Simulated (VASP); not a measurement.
A convergence study with VASP on HfC: one setting is varied, all else stays as given below, so the limit is that of these other settings.

```
HfC
1.0
    3.29738     0.00000     0.00000
   -3.29738     3.29738     0.00000
    0.00000     0.00000    20.99480
C Hf
4 4
Direct
  0.00000   0.00000   0.33342
  0.00000   0.50000   0.44447
  0.00000   0.00000   0.55553
  0.00000   0.50000   0.66658
  0.00000   0.00000   0.44447
  0.00000   0.50000   0.33342
  0.00000   0.00000   0.66658
  0.00000   0.50000   0.55553
```

Level of theory: LDA (Ceperley-Alder, Perdew-Zunger), VASP's LDA PAW potentials (set 64) (plane waves; VASP 6.6.1). The tightest run used: 400 eV cut-off, 19×19×1 Γ-centred mesh, Fermi-Dirac smearing of 0.10 eV, potentials C Hf_pv.

Q: The settings run are 3×3×1 mesh; 4×4×1 mesh; 5×5×1 mesh; 6×6×1 mesh; 8×8×1 mesh; 9×9×1 mesh; 10×10×1 mesh; 12×12×1 mesh; 14×14×1 mesh; 16×16×1 mesh; 19×19×1 mesh. From which on does the energy per atom stay within 0.005 eV/atom of the tightest run?

A: From 5×5×1 mesh on: it is off by 0.0013 there and by no more than 0.005 in any finer run, while 4×4×1 mesh is off by 0.0069.
| setting | E (eV/atom) | largest force (eV/Å) | irreducible k-points | difference judged (eV/atom) |
|---|---|---|---|---|
| 3×3×1 mesh | -10.9909 | 1.807 | 3 | 0.0346 |
| 4×4×1 mesh | -11.0186 | 1.881 | 6 | 0.0069 |
| 5×5×1 mesh | -11.0268 | 1.840 | 6 | 0.0013 |
| 6×6×1 mesh | -11.0252 | 1.844 | 10 | 0.0003 |
| 8×8×1 mesh | -11.0252 | 1.835 | 15 | 0.0003 |
| 9×9×1 mesh | -11.0252 | 1.820 | 15 | 0.0003 |
| 10×10×1 mesh | -11.0257 | 1.823 | 21 | 0.0002 |
| 12×12×1 mesh | -11.0256 | 1.821 | 28 | 0.0001 |
| 14×14×1 mesh | -11.0253 | 1.819 | 36 | 0.0003 |
| 16×16×1 mesh | -11.0253 | 1.819 | 45 | 0.0002 |
| 19×19×1 mesh | -11.0255 | 1.817 | 55 | 0.0000 |

Left out are rungs that failed or repeat a setting and relaxations that didn't move; long series are thinned to 24 rows.

The cell is a sheet or thin cut with vacuum, built from a generated structure.
